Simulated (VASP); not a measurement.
Here is the system:

```
CELL_PARAMETERS angstrom
      0.00000     3.16000     3.16000
      3.16000     0.00000     3.16000
      3.16000     3.16000     0.00000
ATOMIC_POSITIONS crystal
  Sn 0.00000 0.00000 0.00000
  Te 0.50000 0.50000 0.50000
```

All values below come from MS2 meta-GGA, VASP's PBE PAW potentials (set 64) (plane waves; VASP). Run with 520 eV cut-off, 7×7×7 Γ-centred mesh, Gaussian smearing of 0.050 eV, potentials Sn_d Te.

Energy and stress use the plane-wave basis of the starting cell.

The ions, cell shape and volume are relaxed. Predict the relaxed structure.

```
CELL_PARAMETERS angstrom
      0.00000     3.13521     3.13521
      3.13521     0.00000     3.13521
      3.13521     3.13521     0.00000
ATOMIC_POSITIONS crystal
  Sn 0.00000 0.00000 0.00000
  Te 0.50000 0.50000 0.50000
```
Space group Fm-3m (225), at a tolerance of 0.03 Å.

How do energy and volume change from the first to the last step?

The energy (σ→0) changes by -2.5 meV/atom and the volume by -2.3 %, in 3 ionic steps.

The compound is SnTe in the rock salt structure, which distorts at low temperature. This run relaxes it. Symmetry was kept, so distortions that lower it aren't found.
